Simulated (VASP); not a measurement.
# AlN: exact exchange and RPA correlation, part 4 of 6

How do semilocal functionals compare with the RPA for AlN, and at what cost? The scan starts from a database cell scaled to its smallest volume. The cell is of the zinc-blende type, which need not be the form that is stable at ambient conditions. The start is a computed cell from a database.

VASP 6.6.1, plane waves and PAW; the level of theory is named at each step.

So far. Step 16 (Orbitals, volume ratio 1): The run ends at a pressure of 3.26 GPa. Step 17 (Exact exchange, volume ratio 1): The Hartree-Fock energy on these orbitals is -12.9147 eV an atom.

### 18. Empty bands, volume ratio 1

This step: PBE; plane waves and PAW (Al_GW, N_GW) (VASP 6.6.1).

The empty bands are made again, for the run that follows.

INCAR

```
SYSTEM = AlN
PREC = Accurate
ENCUT = 470
ISMEAR = 0
SIGMA = 0.05
LREAL = .FALSE.
GGA = PE
NBANDS = 528
ALGO = Exact
NELM = 1
LWAVE = .TRUE.
LCHARG = .FALSE.
LOPTICS = .TRUE.
NEDOS = 1000
CSHIFT = 0.1
```

POSCAR

```
AlN
1.0
    0.0000000000      2.1839935596      2.1839935596
    2.1839935596      0.0000000000      2.1839935596
    2.1839935596      2.1839935596      0.0000000000
Al N
1 1
Direct
    0.0000000000      0.0000000000      0.0000000000
    0.2500000000      0.2500000000      0.2500000000
```

KPOINTS

```
Automatic mesh
0
Gamma
4 4 4
0 0 0
```

The projector-augmented-wave data sets are Al_GW and N_GW (PBE family, release 64).

Launch:

```sh
$ mpirun -np 8 vasp_std
```

The log of the run:

```text
[banner, memory and clock lines left out]
running    8 mpi-ranks, on    1 nodes
[...]
[... a notice as in an earlier step ...]

 LDA part: xc-table for (Slater+PW92), standard interpolation
 found WAVECAR, reading the header
  number of bands has changed, file:    10 present:   528
  trying to continue reading WAVECAR, but it might fail
 POSCAR, INCAR and KPOINTS ok, starting setup
[...]
reading WAVECAR
 random initialization beyond band           10
 the WAVECAR file was read successfully
 initial charge from wavefunction
 entering main loop
       N       E                     dE             d eps       ncg     rms          rms(c)
DIA:   1    -0.148326E+02   -0.14833E+02    0.00000E+00     0   0.000E+00
   1 F= -.14832645E+02 E0= -.14832645E+02  d E =-.396677E-49
 writing wavefunctions
 optical routines
 imaginary and real dielectric function
 recalculating local potential from charge density
 direction            1
 direction            2
 direction            3
```

The job ended after 2.4 s (8 MPI ranks of Intel Xeon 6975P-C (Granite Rapids), shared host; peak memory 0.93 GiB).

OUTCAR, selected parts (step 18):

```text
  Total        0.4241764      0.4241764      0.4241764     -0.0000000      0.0000000      0.0000000
  in kB       32.6191785     32.6191785     32.6191785     -0.0000000      0.0000000      0.0000000
  external PRESSURE =      32.6191785 kB  Pullay stress =       0.0000000 kB

 POSITION                                       TOTAL-FORCE (eV/Angst)
 -----------------------------------------------------------------------------------
      0.00000      0.00000      0.00000         0.000000      0.000000     -0.000000
      1.09200      1.09200      1.09200        -0.000000     -0.000000      0.000000
 -----------------------------------------------------------------------------------
    total drift:                               -0.000000     -0.000000     -0.000000

  FREE ENERGIE OF THE ION-ELECTRON SYSTEM (eV)
  ---------------------------------------------------
  free  energy   TOTEN  =       -14.8326453783 eV

  energy  without entropy=      -14.8326453783  energy(sigma->0) =      -14.83264538

[... 1 part as in an earlier step ...]

[... 2 further parts left out ...]
[key lines of the parts left out:]
E-fermi :   5.4941
```

WAVECAR now holds 528 bands for 8 electrons.

### 19. RPA correlation, volume ratio 1

This step: RPA correlation on PBE orbitals; plane waves and PAW (Al_GW, N_GW) (VASP 6.6.1).

RPA correlation at this point.

INCAR

```
SYSTEM = AlN
PREC = Accurate
ENCUT = 470
ISMEAR = 0
SIGMA = 0.05
LREAL = .FALSE.
GGA = PE
NBANDS = 528
ALGO = ACFDT
ENCUTGW = 200
NOMEGA = 12
PRECFOCK = Fast
LWAVE = .FALSE.
LCHARG = .FALSE.
```

POSCAR is that of step 18.

KPOINTS is that of step 18.

Launch:

```sh
$ mpirun -np 8 vasp_std
```

The log of the run:

```text
[banner, memory and clock lines left out]
running    8 mpi-ranks, on    1 nodes
[...]
[... a notice as in an earlier step ...]

 LDA part: xc-table for (Slater+PW92), standard interpolation
 found WAVECAR, reading the header
 POSCAR, INCAR and KPOINTS ok, starting setup
[...]
reading WAVECAR
 the WAVECAR file was read successfully
 initial charge from wavefunction
 available memory per node:     43.07 GB, setting MAXMEM to     44108

 The Fermi energy was updated, please check that it is located mid-gap
 values below the HOMO (VB) or above the LUMO (CB) will cause erroneous energies
 E-fermi :   6.6241

 the WAVEDER file was read successfully
 set NWRITE>2 for more details about minimax calculation
 number of imaginary grid points requested:      12
 number of distinct grids requested:  1
 quadrature errors minimized for energies in [ 0.329E+01, 0.472E+03 ]
 bosonic grid (T=0, re) determined with error: 0.6735E-08
 bosonic grid (re): 0.6735E-08
[...]
NQ=   2    0.2500    0.0000    0.0000,
|.........|.........|.........|.........
 performed       3146000 updates of chi_q(r,r)
 total number of BLAS operations        475.97 Gflops
NQ=   3    0.5000    0.0000    0.0000,
|.........|.........|.........|.........
 performed       4719000 updates of chi_q(r,r)
 total number of BLAS operations        715.69 Gflops
NQ=   4    0.2500    0.2500    0.0000,
|.........|.........|.........|.........
 performed       6292000 updates of chi_q(r,r)
 total number of BLAS operations        938.35 Gflops
NQ=   5    0.5000    0.2500    0.0000,
|.........|.........|.........|.........
 performed       7865000 updates of chi_q(r,r)
 total number of BLAS operations       1157.67 Gflops
NQ=   6   -0.2500    0.2500    0.0000,
|.........|.........|.........|.........
 performed       9438000 updates of chi_q(r,r)
 total number of BLAS operations       1383.70 Gflops
NQ=   7    0.5000    0.5000    0.0000,
|.........|.........|.........|.........
 performed      11011000 updates of chi_q(r,r)
 total number of BLAS operations       1583.54 Gflops
NQ=   8   -0.2500    0.5000    0.2500,
|.........|.........|.........|.........
 performed      12584000 updates of chi_q(r,r)
 total number of BLAS operations       1844.55 Gflops
 entering main loop
```

It took 18 s on 8 MPI ranks; peak memory 1.3 GiB; 2.2 min of CPU time.

OUTCAR, selected parts (step 19):

```text
      cutoff energy     smooth cutoff   RPA   correlation   Hartree contr. to MP2
---------------------------------------------------------------------------------
            200.000           160.000      -11.4950941180      -18.2354476575
            190.476           152.381      -11.3946152134      -18.1163946493
            181.406           145.125      -11.2898788270      -17.9903976939
            172.768           138.214      -11.1764629159      -17.8518126533
            164.541           131.632      -11.0566699821      -17.7031279460
            156.705           125.364      -10.9322417793      -17.5460546248
            149.243           119.394      -10.8024896147      -17.3797229458
            142.136           113.709      -10.6624896387      -17.1975931996
  linear regression

[... 2 parts as in an earlier step ...]

[... 2 further parts left out ...]
[key lines of the parts left out:]
E-fermi :   6.6241
```

The correlation energy is -6.3660 eV an atom, -14 meV against the point before. With exact exchange the total is -19.2806 eV an atom.

### 20. Comparison: r2SCAN, volume ratio 1

This step: r2SCAN; plane waves and PAW (Al_GW, N_GW) (VASP 6.6.1).

The comparison at this point.

INCAR

```
SYSTEM = AlN
PREC = Accurate
ENCUT = 470
EDIFF = 1E-06
NELM = 100
ISMEAR = 0
SIGMA = 0.05
LREAL = .FALSE.
ALGO = Normal
METAGGA = R2SCAN
LASPH = .TRUE.
NBANDS = 10
LWAVE = .FALSE.
LCHARG = .FALSE.
KPAR = 8
```

POSCAR is that of step 19.

KPOINTS is that of step 19.

Launch:

```sh
$ mpirun -np 8 vasp_std
```

The log of the run:

```text
[... set-up lines as in an earlier step ...]
 entering main loop
       N       E                     dE             d eps       ncg     rms          rms(c)
DAV:   1     0.149055E+02    0.14905E+02   -0.48095E+03   168   0.695E+02
DAV:   2    -0.224850E+02   -0.37391E+02   -0.35709E+02   190   0.196E+02
DAV:   3    -0.236675E+02   -0.11824E+01   -0.11811E+01   206   0.299E+01
DAV:   4    -0.236737E+02   -0.62295E-02   -0.62287E-02   182   0.260E+00
[...]
DAV:   9    -0.191300E+02    0.24199E-03   -0.17640E-03   254   0.425E-01    0.589E-02
DAV:  10    -0.191301E+02   -0.83684E-04   -0.14901E-04   172   0.166E-01    0.276E-03
DAV:  11    -0.191301E+02   -0.92339E-06   -0.31099E-06   206   0.149E-02
   1 F= -.19130089E+02 E0= -.19130089E+02  d E =-.723242E-23
```

Wall time 5.8 s (8 MPI ranks); peak memory 1 GiB.

OUTCAR, selected parts (step 20):

```text
  Total       -0.1672424     -0.1672424     -0.1672424      0.0000000      0.0000000      0.0000000
  in kB      -12.8609492    -12.8609492    -12.8609492      0.0000000      0.0000000      0.0000000
  external PRESSURE =     -12.8609492 kB  Pullay stress =       0.0000000 kB

 POSITION                                       TOTAL-FORCE (eV/Angst)
 -----------------------------------------------------------------------------------
      0.00000      0.00000      0.00000        -0.000000     -0.000000     -0.000000
      1.09200      1.09200      1.09200         0.000000      0.000000      0.000000
 -----------------------------------------------------------------------------------
    total drift:                               -0.000001     -0.000001     -0.000001

  FREE ENERGIE OF THE ION-ELECTRON SYSTEM (eV)
  ---------------------------------------------------
  free  energy   TOTEN  =       -19.1300889655 eV

  energy  without entropy=      -19.1300889655  energy(sigma->0) =      -19.13008897

[... 2 parts as in an earlier step ...]

[... 1 further part left out ...]
[key lines of the parts left out:]
E-fermi :   5.0407
```

Its energy is -9.5650 eV an atom, on a zero of its own.

### 21. Orbitals for comparison: HSE06, volume ratio 1

This step: PBE; plane waves and PAW (Al_GW, N_GW) (VASP 6.6.1).

Starting orbitals, as before.

INCAR

```
SYSTEM = AlN
PREC = Accurate
ENCUT = 470
EDIFF = 1E-05
NELM = 100
ISMEAR = 0
SIGMA = 0.05
LREAL = .FALSE.
ALGO = Normal
GGA = PE
NBANDS = 10
LORBIT = 11
LWAVE = .TRUE.
LCHARG = .FALSE.
KPAR = 8
```

POSCAR is that of step 20.

KPOINTS is that of step 20.

Launch:

```sh
$ mpirun -np 8 vasp_std
```

The log of the run:

```text
[... set-up lines as in an earlier step ...]
 entering main loop
       N       E                     dE             d eps       ncg     rms          rms(c)
[... 10 cycles as in an earlier step ...]
DAV:  11    -0.148326E+02    0.14233E-05   -0.62856E-06   116   0.289E-02
   1 F= -.14832645E+02 E0= -.14832645E+02  d E =-.550388E-20
 writing wavefunctions
```

It took 1.8 s on 8 MPI ranks; peak memory 1 GiB; 7.8 s of CPU time.

From OUTCAR (step 21):

```text
  Total        0.4229666      0.4229666      0.4229666      0.0000000      0.0000000      0.0000000
  in kB       32.5261445     32.5261445     32.5261445      0.0000000      0.0000000      0.0000000
  external PRESSURE =      32.5261445 kB  Pullay stress =       0.0000000 kB

 POSITION                                       TOTAL-FORCE (eV/Angst)
 -----------------------------------------------------------------------------------
      0.00000      0.00000      0.00000         0.000000      0.000000      0.000000
      1.09200      1.09200      1.09200        -0.000000     -0.000000     -0.000000
 -----------------------------------------------------------------------------------
    total drift:                               -0.000000     -0.000000     -0.000000

  FREE ENERGIE OF THE ION-ELECTRON SYSTEM (eV)
  ---------------------------------------------------
  free  energy   TOTEN  =       -14.8326450710 eV

  energy  without entropy=      -14.8326450710  energy(sigma->0) =      -14.83264507

[... 2 parts as in an earlier step ...]

[... 1 further part left out ...]
[key lines of the parts left out:]
E-fermi :   5.2930
```

The run ends at a pressure of 3.25 GPa.

### 22. Comparison: HSE06, volume ratio 1

This step: HSE06; plane waves and PAW (Al_GW, N_GW) (VASP 6.6.1).

The comparison at this point.

INCAR

```
SYSTEM = AlN
PREC = Accurate
ENCUT = 470
EDIFF = 1E-06
NELM = 100
ISMEAR = 0
SIGMA = 0.05
LREAL = .FALSE.
ALGO = Normal
LHFCALC = .TRUE.
AEXX = 0.25
GGA = PE
HFSCREEN = 0.2
LASPH = .TRUE.
NBANDS = 10
PRECFOCK = Fast
LWAVE = .FALSE.
LCHARG = .FALSE.
KPAR = 8
```

POSCAR is that of step 21.

KPOINTS is that of step 21.

The run starts from files that an earlier step left in the folder.

Launch:

```sh
$ mpirun -np 8 vasp_std
```

The log of the run:

```text
[... set-up lines as in an earlier step ...]
 entering main loop
       N       E                     dE             d eps       ncg     rms          rms(c)
DAV:   1    -0.174064E+02   -0.17406E+02   -0.32056E-01   162   0.596E+00    0.342E-01
DAV:   2    -0.174078E+02   -0.14616E-02   -0.27153E-03   192   0.412E-01    0.223E-01
DAV:   3    -0.174073E+02    0.54334E-03   -0.15046E-04   188   0.147E-01    0.131E-01
DAV:   4    -0.174071E+02    0.19110E-03   -0.67311E-05   180   0.101E-01    0.766E-02
DAV:   5    -0.174070E+02    0.63216E-04   -0.24687E-05   192   0.634E-02    0.448E-02
DAV:   6    -0.174070E+02    0.20879E-04   -0.78164E-06   188   0.386E-02    0.260E-02
DAV:   7    -0.174070E+02    0.65556E-05   -0.25917E-06   162   0.230E-02    0.151E-02
DAV:   8    -0.174070E+02    0.20725E-05   -0.84063E-07    94   0.133E-02    0.879E-03
DAV:   9    -0.174070E+02    0.76770E-06   -0.34391E-07    86   0.739E-03
   1 F= -.17406989E+02 E0= -.17406989E+02  d E =-.157501E-21
```

Wall time 9.8 s (8 MPI ranks); peak memory 1.7 GiB; 71 s of CPU time.

Parts of OUTCAR (step 22):

```text
 POSITION                                       TOTAL-FORCE (eV/Angst)
 -----------------------------------------------------------------------------------
      0.00000      0.00000      0.00000         0.000000     -0.000000     -0.000000
      1.09200      1.09200      1.09200        -0.000000      0.000000      0.000000
 -----------------------------------------------------------------------------------
    total drift:                               -0.000001     -0.000001     -0.000001

  FREE ENERGIE OF THE ION-ELECTRON SYSTEM (eV)
  ---------------------------------------------------
  free  energy   TOTEN  =       -17.4069894420 eV

  energy  without entropy=      -17.4069894420  energy(sigma->0) =      -17.40698944

[... 2 parts as in an earlier step ...]

[... 1 further part left out ...]
[key lines of the parts left out:]
E-fermi :   4.3410
```

Its energy is -8.7035 eV an atom, on a zero of its own.

### 23. Orbitals, volume ratio 1.03

This step: PBE; plane waves and PAW (Al_GW, N_GW) (VASP 6.6.1).

The same chain follows at a volume ratio of 1.03.

INCAR

```
SYSTEM = AlN
PREC = Accurate
ENCUT = 470
EDIFF = 1E-08
NELM = 100
ISMEAR = 0
SIGMA = 0.05
LREAL = .FALSE.
ALGO = Normal
GGA = PE
NBANDS = 10
LORBIT = 11
LWAVE = .TRUE.
LCHARG = .FALSE.
KPAR = 8
```

POSCAR

```
AlN
1.0
    0.0000000000      2.2056186646      2.2056186646
    2.2056186646      0.0000000000      2.2056186646
    2.2056186646      2.2056186646      0.0000000000
Al N
1 1
Direct
    0.0000000000      0.0000000000      0.0000000000
    0.2500000000      0.2500000000      0.2500000000
```

KPOINTS is that of step 22.

Launch:

```sh
$ mpirun -np 8 vasp_std
```

The log of the run:

```text
[... set-up lines as in an earlier step ...]
 entering main loop
       N       E                     dE             d eps       ncg     rms          rms(c)
DAV:   1     0.228274E+02    0.22827E+02   -0.44026E+03   160   0.669E+02
DAV:   2    -0.161285E+02   -0.38956E+02   -0.37575E+02   212   0.183E+02
DAV:   3    -0.171680E+02   -0.10396E+01   -0.10370E+01   204   0.255E+01
DAV:   4    -0.171730E+02   -0.49660E-02   -0.49649E-02   198   0.224E+00
[...]
DAV:  11    -0.148386E+02    0.11658E-05   -0.66395E-06   230   0.278E-02    0.287E-03
DAV:  12    -0.148386E+02   -0.23063E-06   -0.28391E-07   184   0.456E-03    0.813E-04
DAV:  13    -0.148386E+02    0.95369E-08   -0.81467E-08   212   0.228E-03
   1 F= -.14838578E+02 E0= -.14838578E+02  d E =-.163563E-18
 writing wavefunctions
```

Run time: 2 s. Hardware: 8 MPI ranks; peak memory 1 GiB; 8.8 s of CPU time.

Parts of OUTCAR (step 23):

```text
  Total       -0.3444489     -0.3444489     -0.3444489     -0.0000000      0.0000000      0.0000000
  in kB      -25.7166328    -25.7166328    -25.7166328     -0.0000000      0.0000000      0.0000000
  external PRESSURE =     -25.7166328 kB  Pullay stress =       0.0000000 kB

 POSITION                                       TOTAL-FORCE (eV/Angst)
 -----------------------------------------------------------------------------------
      0.00000      0.00000      0.00000         0.000000      0.000000      0.000000
      1.10281      1.10281      1.10281        -0.000000     -0.000000     -0.000000
 -----------------------------------------------------------------------------------
    total drift:                               -0.000000     -0.000000     -0.000000

  FREE ENERGIE OF THE ION-ELECTRON SYSTEM (eV)
  ---------------------------------------------------
  free  energy   TOTEN  =       -14.8385780428 eV

  energy  without entropy=      -14.8385780428  energy(sigma->0) =      -14.83857804

[... 1 part as in an earlier step ...]

[... 2 further parts left out ...]
[key lines of the parts left out:]
E-fermi :   5.0334
```

The run ends at a pressure of -2.57 GPa.

### 24. Exact exchange, volume ratio 1.03

This step: Hartree-Fock energy on PBE orbitals; plane waves and PAW (Al_GW, N_GW) (VASP 6.6.1).

Exact exchange at this point.

INCAR

```
SYSTEM = AlN
PREC = Accurate
ENCUT = 470
ISMEAR = 0
SIGMA = 0.05
LREAL = .FALSE.
GGA = PE
NBANDS = 10
ALGO = Eigenval
NELM = 1
LHFCALC = .TRUE.
AEXX = 1
ALDAC = 0
AGGAC = 0
PRECFOCK = Normal
LWAVE = .FALSE.
LCHARG = .FALSE.
```

POSCAR is that of step 23.

KPOINTS is that of step 23.

The run starts from files that an earlier step left in the folder.

Launch:

```sh
$ mpirun -np 8 vasp_std
```

The log of the run:

```text
[... set-up lines as in an earlier step ...]
 entering main loop
       N       E                     dE             d eps       ncg     rms          rms(c)
EIG:   1    -0.258034E+02   -0.25803E+02    0.00000E+00     0   0.000E+00
   1 F= -.25803428E+02 E0= -.25803428E+02  d E =-.279706E-14
```

Run time: 3 s. Hardware: 8 MPI ranks; peak memory 0.84 GiB.

OUTCAR, selected parts (step 24):

```text
 POSITION                                       TOTAL-FORCE (eV/Angst)
 -----------------------------------------------------------------------------------
      0.00000      0.00000      0.00000         0.000000      0.000000      0.000000
      1.10281      1.10281      1.10281        -0.000000     -0.000000     -0.000000
 -----------------------------------------------------------------------------------
    total drift:                               -0.000001     -0.000000     -0.000000

  FREE ENERGIE OF THE ION-ELECTRON SYSTEM (eV)
  ---------------------------------------------------
  free  energy   TOTEN  =       -25.8034282413 eV

  energy  without entropy=      -25.8034282413  energy(sigma->0) =      -25.80342824

[... 2 parts as in an earlier step ...]

[... 1 further part left out ...]
[key lines of the parts left out:]
E-fermi :   4.9900
```

The Hartree-Fock energy on these orbitals is -12.9017 eV an atom.

### 25. Empty bands, volume ratio 1.03

This step: PBE; plane waves and PAW (Al_GW, N_GW) (VASP 6.6.1).

The empty bands are made again, for the run that follows.

INCAR

```
SYSTEM = AlN
PREC = Accurate
ENCUT = 470
ISMEAR = 0
SIGMA = 0.05
LREAL = .FALSE.
GGA = PE
NBANDS = 528
ALGO = Exact
NELM = 1
LWAVE = .TRUE.
LCHARG = .FALSE.
LOPTICS = .TRUE.
NEDOS = 1000
CSHIFT = 0.1
```

POSCAR is that of step 24.

KPOINTS is that of step 24.

Launch:

```sh
$ mpirun -np 8 vasp_std
```

The log of the run:

```text
[... set-up lines as in an earlier step ...]
 entering main loop
       N       E                     dE             d eps       ncg     rms          rms(c)
DIA:   1    -0.148386E+02   -0.14839E+02    0.00000E+00     0   0.000E+00
   1 F= -.14838578E+02 E0= -.14838578E+02  d E =-.119521E-17
 writing wavefunctions
 optical routines
 imaginary and real dielectric function
 recalculating local potential from charge density
 direction            1
 direction            2
 direction            3
```

It took 2.6 s on 8 MPI ranks; peak memory 0.92 GiB; 15 s of CPU time.

OUTCAR, selected parts (step 25):

```text
  Total       -0.3445047     -0.3445047     -0.3445047      0.0000000     -0.0000000      0.0000000
  in kB      -25.7207992    -25.7207992    -25.7207992      0.0000000     -0.0000000      0.0000000
  external PRESSURE =     -25.7207992 kB  Pullay stress =       0.0000000 kB

 POSITION                                       TOTAL-FORCE (eV/Angst)
 -----------------------------------------------------------------------------------
      0.00000      0.00000      0.00000        -0.000000     -0.000000     -0.000000
      1.10281      1.10281      1.10281         0.000000      0.000000      0.000000
 -----------------------------------------------------------------------------------
    total drift:                               -0.000000     -0.000000     -0.000000

  FREE ENERGIE OF THE ION-ELECTRON SYSTEM (eV)
  ---------------------------------------------------
  free  energy   TOTEN  =       -14.8385780464 eV

  energy  without entropy=      -14.8385780464  energy(sigma->0) =      -14.83857805

[... 2 parts as in an earlier step ...]

[... 1 further part left out ...]
[key lines of the parts left out:]
E-fermi :   5.0251
```

[end of part 4 of 6]

[Long decimals in the printed logs are rounded to 6 places.]

[Lines on the potential files, build, host, timing and source positions are cut from VASP's logs without a mark.]

[Logs are printed without paths, hosts, clocks, repeated set-up lines and the standing remarks that a program may print on its own settings, such as how far it seeks lower states.]

[Hosts, paths, dates, database ids (printed as entryN), source tags and the programs' standing remarks are cut or masked in the printed files.]

[Measured values are set beside computed ones only where the two were judged alike; some that the calculation misses by far are left out.]

[Pressures printed for these runs are not shown converged in the cutoff: they can be off by several GPa and have the wrong sign.]
